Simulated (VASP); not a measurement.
# Ag (Fm-3m) in VASP: further runs, part 2 of 2

VASP 6.6.1. The steps go on from the part before.

## Step 3: Band structure, RPBE

This run uses another cell than the first one, of 18.68 Å³/atom, 1.124 times its volume.

The input, INCAR:

```
SYSTEM = Ag
ALGO = Normal
EDIFF = 1E-6
ENCUT = 520
GGA = RP
ICORELEVEL = 1
ISIF = 2
ISMEAR = 1
LASPH = .TRUE.
LCHARG = .FALSE.
LMAXMIX = 4
LREAL = .FALSE.
LWAVE = .FALSE.
NBANDS = 12
NELM = 80
PREC = Accurate
SIGMA = 0.1
```

The input, KPOINTS:

```
k-points
0
G
  16 16 16
  0 0 0
```

The input, POSCAR:

```
Ag                                      
1.0
   -0.0000000000      2.1060543890      2.1060543890
    2.1060543890      0.0000000000      2.1060543890
    2.1060543890      2.1060543890      0.0000000000
  Ag            
     1
Direct
     1.0000000000000000    0.0000000000000000    0.0000000000000000
```

The input, KPOINTS_OPT:

```
explicit points
106
Reciprocal
 0.0000000000  0.0000000000  0.0000000000 1
 0.0555555556  0.0000000000  0.0555555556 1
 0.1111111111  0.0000000000  0.1111111111 1
 0.1666666667  0.0000000000  0.1666666667 1
 0.2222222222  0.0000000000  0.2222222222 1
 0.2777777778  0.0000000000  0.2777777778 1
 0.3333333333  0.0000000000  0.3333333333 1
 0.3888888889  0.0000000000  0.3888888889 1
 0.4444444444  0.0000000000  0.4444444444 1
 0.5000000000  0.0000000000  0.5000000000 1
 0.5000000000  0.0000000000  0.5000000000 1
 0.5000000000  0.0277777778  0.5277777778 1
 0.5000000000  0.0555555556  0.5555555556 1
 0.5000000000  0.0833333333  0.5833333333 1
 0.5000000000  0.1111111111  0.6111111111 1
 0.5000000000  0.1388888889  0.6388888889 1
 0.5000000000  0.1666666667  0.6666666667 1
 0.5000000000  0.1944444444  0.6944444444 1
 0.5000000000  0.2222222222  0.7222222222 1
 0.5000000000  0.2500000000  0.7500000000 1
 0.5000000000  0.2500000000  0.7500000000 1
 0.4861111111  0.2638888889  0.7500000000 1
 0.4722222222  0.2777777778  0.7500000000 1
 0.4583333333  0.2916666667  0.7500000000 1
 0.4444444444  0.3055555556  0.7500000000 1
 0.4305555556  0.3194444444  0.7500000000 1
 0.4166666667  0.3333333333  0.7500000000 1
 0.4027777778  0.3472222222  0.7500000000 1
 0.3888888889  0.3611111111  0.7500000000 1
 0.3750000000  0.3750000000  0.7500000000 1
 0.3750000000  0.3750000000  0.7500000000 1
 0.3333333333  0.3333333333  0.6666666667 1
 0.2916666667  0.2916666667  0.5833333333 1
 0.2500000000  0.2500000000  0.5000000000 1
 0.2083333333  0.2083333333  0.4166666667 1
 0.1666666667  0.1666666667  0.3333333333 1
 0.1250000000  0.1250000000  0.2500000000 1
 0.0833333333  0.0833333333  0.1666666667 1
 0.0416666667  0.0416666667  0.0833333333 1
 0.0000000000  0.0000000000  0.0000000000 1
 0.0000000000  0.0000000000  0.0000000000 1
 0.0555555556  0.0555555556  0.0555555556 1
 0.1111111111  0.1111111111  0.1111111111 1
 0.1666666667  0.1666666667  0.1666666667 1
 0.2222222222  0.2222222222  0.2222222222 1
 0.2777777778  0.2777777778  0.2777777778 1
 0.3333333333  0.3333333333  0.3333333333 1
 0.3888888889  0.3888888889  0.3888888889 1
 0.4444444444  0.4444444444  0.4444444444 1
 0.5000000000  0.5000000000  0.5000000000 1
 0.5000000000  0.5000000000  0.5000000000 1
 0.5138888889  0.4722222222  0.5138888889 1
 0.5277777778  0.4444444444  0.5277777778 1
 0.5416666667  0.4166666667  0.5416666667 1
 0.5555555556  0.3888888889  0.5555555556 1
 0.5694444444  0.3611111111  0.5694444444 1
 0.5833333333  0.3333333333  0.5833333333 1
 0.5972222222  0.3055555556  0.5972222222 1
 0.6111111111  0.2777777778  0.6111111111 1
 0.6250000000  0.2500000000  0.6250000000 1
 0.6250000000  0.2500000000  0.6250000000 1
 0.6111111111  0.2500000000  0.6388888889 1
 0.5972222222  0.2500000000  0.6527777778 1
 0.5833333333  0.2500000000  0.6666666667 1
 0.5694444444  0.2500000000  0.6805555556 1
 0.5555555556  0.2500000000  0.6944444444 1
 0.5416666667  0.2500000000  0.7083333333 1
 0.5277777778  0.2500000000  0.7222222222 1
 0.5138888889  0.2500000000  0.7361111111 1
 0.5000000000  0.2500000000  0.7500000000 1
 0.5000000000  0.2500000000  0.7500000000 1
 0.5000000000  0.2777777778  0.7222222222 1
 0.5000000000  0.3055555556  0.6944444444 1
 0.5000000000  0.3333333333  0.6666666667 1
 0.5000000000  0.3611111111  0.6388888889 1
 0.5000000000  0.3888888889  0.6111111111 1
 0.5000000000  0.4166666667  0.5833333333 1
 0.5000000000  0.4444444444  0.5555555556 1
 0.5000000000  0.4722222222  0.5277777778 1
 0.5000000000  0.5000000000  0.5000000000 1
 0.5000000000  0.5000000000  0.5000000000 1
 0.4861111111  0.4861111111  0.5277777778 1
 0.4722222222  0.4722222222  0.5555555556 1
 0.4583333333  0.4583333333  0.5833333333 1
 0.4444444444  0.4444444444  0.6111111111 1
 0.4305555556  0.4305555556  0.6388888889 1
 0.4166666667  0.4166666667  0.6666666667 1
 0.4027777778  0.4027777778  0.6944444444 1
 0.3888888889  0.3888888889  0.7222222222 1
 0.3750000000  0.3750000000  0.7500000000 1
 0.6250000000  0.2500000000  0.6250000000 1
 0.6111111111  0.2222222222  0.6111111111 1
 0.5972222222  0.1944444444  0.5972222222 1
 0.5833333333  0.1666666667  0.5833333333 1
 0.5694444444  0.1388888889  0.5694444444 1
 0.5555555556  0.1111111111  0.5555555556 1
 0.5416666667  0.0833333333  0.5416666667 1
 0.5277777778  0.0555555556  0.5277777778 1
 0.5138888889  0.0277777778  0.5138888889 1
 0.5000000000  0.0000000000  0.5000000000 1
 0.0000000000  0.0000000000  0.0000000000 1
 0.3750000000  0.3750000000  0.7500000000 1
 0.5000000000  0.5000000000  0.5000000000 1
 0.6250000000  0.2500000000  0.6250000000 1
 0.5000000000  0.2500000000  0.7500000000 1
 0.5000000000  0.0000000000  0.5000000000 1
```

Potentials or basis: VASP PAW PBE potentials, release 64 (Ag).

Launch:

```console
> cat potpaw_PBE.64/Ag/POTCAR > POTCAR
> mpirun -np 1 vasp_std > vasp.out
```

OUTCAR:

```text
SYSTEM = Ag
   EDIFF = 1E-6
   ENCUT = 520
   GGA = RP
   ISIF = 2
   ISMEAR = 1
   LASPH = .TRUE.
   LREAL = .FALSE.
   NELM = 80
   PREC = Accurate

 ion  position               nearest neighbor table
   1  0.000  0.000  0.000-

  LATTYP: Found a face centered cubic cell.
 ALAT       =     4.2121087780

  Lattice vectors:

 A1 = (   0.0000000000,   2.1060543890,   2.1060543890)
[... 474 lines left out ...]
  band No.  band energies     occupation
      1       1.6944      2.00000
      2       2.9333      2.00000

------------------------ aborting loop because EDIFF is reached ----------------------------------------

  FORCE on cell =-STRESS in cart. coord.  units (eV):
  Direction    XX          YY          ZZ          XY          YZ          ZX
  --------------------------------------------------------------------------------------
  -------------------------------------------------------------------------------------
  Total        0.0005517      0.0005517      0.0005517     -0.0000000     -0.0000000      0.0000000
  in kB        0.0473131      0.0473131      0.0473131     -0.0000000     -0.0000000      0.0000000
  external PRESSURE =       0.0473131 kB  Pullay stress =       0.0000000 kB

 VOLUME and BASIS-vectors are now :
 -----------------------------------------------------------------------------
  energy-cutoff  :      520.00
  volume of cell :       18.68
      direct lattice vectors                 reciprocal lattice vectors
     0.000000000  2.106054389  2.106054389    -0.237410773  0.237410773  0.237410773
     2.106054389  0.000000000  2.106054389     0.237410773 -0.237410773  0.237410773
     2.106054389  2.106054389  0.000000000     0.237410773  0.237410773 -0.237410773

 POSITION                                       TOTAL-FORCE (eV/Angst)
 -----------------------------------------------------------------------------------
      0.00000      0.00000      0.00000         0.000000     -0.000000     -0.000000
 -----------------------------------------------------------------------------------
    total drift:                                0.000000      0.000000     -0.000000

  FREE ENERGIE OF THE ION-ELECTRON SYSTEM (eV)
  ---------------------------------------------------
  free  energy   TOTEN  =        -2.2016985190 eV

  energy  without entropy=       -2.2015955010  energy(sigma->0) =       -2.20166418
```

stdout:

```text
POSCAR found type information on POSCAR Ag
 POSCAR found :  1 types and       1 ions
 scaLAPACK will be used
 -----------------------------------------------------------------------------
|                                                                             |
|                                                                             |
|     You enforced a specific xc type in the INCAR file but a different       |
|     I HOPE YOU KNOW WHAT YOU ARE DOING!                                     |
|                                                                             |
 -----------------------------------------------------------------------------

 LDA part: xc-table for (Slater+PW92), standard interpolation
 POSCAR, INCAR and KPOINTS ok, starting setup
 FFT: planning ... GRIDC
 FFT: planning ... GRID_SOFT
 FFT: planning ... GRID
 WAVECAR not read
 entering main loop
 Start KPOINTS_OPT (optional k-point list driver)
k-point batch [1-106\106]
```

Run time: 11 s. Hardware: 1 thread of Intel Xeon 6975P-C (Granite Rapids), shared host; peak memory 0.17 GiB.

Results:

```yaml
Free_energy: -2.2017 eV
Pressure: 0.0 GPa
Band_gap_along_the_path: none (metal or under the smearing width)
```

Levels at the corners of the path, in eV from the Fermi level:
| point | band 1 | band 2 | band 3 | band 4 | band 5 | band 6 | band 7 | band 8 | band 9 | band 10 |
| --- | --- | --- | --- | --- | --- | --- | --- | --- | --- | --- |
| Γ | -7.07 | -4.49 | -4.49 | -4.49 | -3.62 | -3.62 | 15.80 | 18.89 | 18.89 | 18.89 |
| X | -5.87 | -5.76 | -2.98 | -2.77 | -2.77 | 1.74 | 6.11 | 10.27 | 10.27 | 16.12 |
| X | -5.87 | -5.76 | -2.98 | -2.77 | -2.77 | 1.74 | 6.11 | 10.27 | 10.27 | 16.12 |
| W | -5.22 | -4.70 | -4.70 | -3.60 | -2.77 | 5.67 | 5.67 | 6.45 | 7.72 | 21.86 |
| W | -5.22 | -4.70 | -4.70 | -3.60 | -2.77 | 5.67 | 5.67 | 6.45 | 7.72 | 21.86 |
| K | -5.51 | -5.13 | -3.85 | -3.43 | -3.01 | 4.11 | 4.96 | 6.60 | 12.17 | 15.95 |
| K | -5.51 | -5.13 | -3.85 | -3.43 | -3.01 | 4.11 | 4.96 | 6.60 | 12.17 | 15.95 |
| Γ | -7.07 | -4.49 | -4.49 | -4.49 | -3.62 | -3.62 | 15.80 | 18.89 | 18.89 | 18.89 |
| Γ | -7.07 | -4.49 | -4.49 | -4.49 | -3.62 | -3.62 | 15.80 | 18.89 | 18.89 | 18.89 |
| L | -5.84 | -4.51 | -4.51 | -2.95 | -2.95 | -0.11 | 3.17 | 15.02 | 17.01 | 17.01 |
| L | -5.84 | -4.51 | -4.51 | -2.95 | -2.95 | -0.11 | 3.17 | 15.02 | 17.01 | 17.01 |
| U | -5.51 | -5.13 | -3.85 | -3.43 | -3.01 | 4.11 | 4.96 | 6.60 | 12.17 | 15.95 |
| U | -5.51 | -5.13 | -3.85 | -3.43 | -3.01 | 4.11 | 4.96 | 6.60 | 12.17 | 15.95 |
| W | -5.22 | -4.70 | -4.70 | -3.60 | -2.77 | 5.67 | 5.67 | 6.45 | 7.72 | 21.86 |
| W | -5.22 | -4.70 | -4.70 | -3.60 | -2.77 | 5.67 | 5.67 | 6.45 | 7.72 | 21.86 |
| L | -5.84 | -4.51 | -4.51 | -2.95 | -2.95 | -0.11 | 3.17 | 15.02 | 17.01 | 17.01 |
| L | -5.84 | -4.51 | -4.51 | -2.95 | -2.95 | -0.11 | 3.17 | 15.02 | 17.01 | 17.01 |
| K | -5.51 | -5.13 | -3.85 | -3.43 | -3.01 | 4.11 | 4.96 | 6.60 | 12.17 | 15.95 |
| U | -5.51 | -5.13 | -3.85 | -3.43 | -3.01 | 4.11 | 4.96 | 6.60 | 12.17 | 15.95 |
| X | -5.87 | -5.76 | -2.98 | -2.77 | -2.77 | 1.74 | 6.11 | 10.27 | 10.27 | 16.12 |

Core levels (eV, on the scale of the bands):
| atom | levels |
| --- | --- |
| 1 Ag | 1s -25314.6, 2s -3718.3, 2p -3333.8, 3s -673.2, 3p -547.0, 3d -348.1, 4s -84.5, 4p -47.9 |

Caveat: the PAW data sets were made with another functional, which shifts forces and pressure a little.
